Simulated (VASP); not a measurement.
Calculation: revPBE GGA, VASP's PBE PAW potentials (set 64) (plane waves; VASP 6.6.1).

A VASP calculation is set up with these files.

**POSCAR**
```
Au
1
    0.0000000000     2.0920518750     2.0920518750
    2.0920518750     0.0000000000     2.0920518750
    2.0920518750     2.0920518750     0.0000000000
Au
1
Direct
  0.0000000000   0.0000000000   0.0000000000
```

### INCAR
```
# general
SYSTEM  = Au
PREC    = Accurate
ENCUT   = 520   # plane-wave cut-off (eV)
LREAL   = .FALSE.   # projection in real space or not
LASPH   = .TRUE.

# electronic loop
EDIFF   = 1E-6   # SCF stop (eV)
NELM    = 100   # most electronic steps
ALGO    = Normal
LMAXMIX = 6   # l cut-off of mixed one-centre charges

# smearing
ISMEAR  = 1   # Methfessel-Paxton
SIGMA   = 0.1   # width (eV)

# functional
GGA     = RE

# ions
IBRION  = 2
NSW     = 60
ISIF    = 3   # ions, shape and volume
EDIFFG  = -0.01   # ionic stop

# output
LWAVE   = .FALSE.
LCHARG  = .FALSE.
```

### KPOINTS
```
Automatic mesh
0
Gamma
14 14 14
0 0 0
```

POTCAR, in this order: Au (PBE.64 set). Program: vasp_std.

Unless said otherwise, spin-orbit coupling is left out, though it shifts the bands of the heavy elements here.

### Question
Estimate the energy per atom (σ→0), band gap (on the k-mesh).

### Answer

```yaml
energy per atom (σ→0): -2.734 eV/atom
band gap (on the k-mesh): none (metal, semimetal or under 0.01 eV)
```

**OSZICAR**
```
...
DAV:   5    -0.295957906470E+01   -0.75942E-05   -0.75947E-05  2220   0.868E-02    0.747E+00
DAV:   6    -0.274829419618E+01    0.21128E+00   -0.72386E-01  1915   0.829E+00    0.498E+00
DAV:   7    -0.273516897345E+01    0.13125E-01   -0.60296E-02  1995   0.239E+00    0.252E+00
DAV:   8    -0.273387302565E+01    0.12959E-02   -0.16492E-03  1975   0.404E-01    0.219E-01
DAV:   9    -0.273385712279E+01    0.15903E-04   -0.18510E-05  2058   0.446E-02    0.435E-02
DAV:  10    -0.273386553137E+01   -0.84086E-05   -0.70587E-06  2029   0.348E-02    0.573E-03
DAV:  11    -0.273386537241E+01    0.15896E-06   -0.73452E-08  1016   0.288E-03
   1 F= -.27338654E+01 E0= -.27339832E+01  d E =-.273387E+01
```

The compound is Au in the fcc structure. It was relaxed first, which changed the volume by +8 %. The start is the result of an earlier pass.
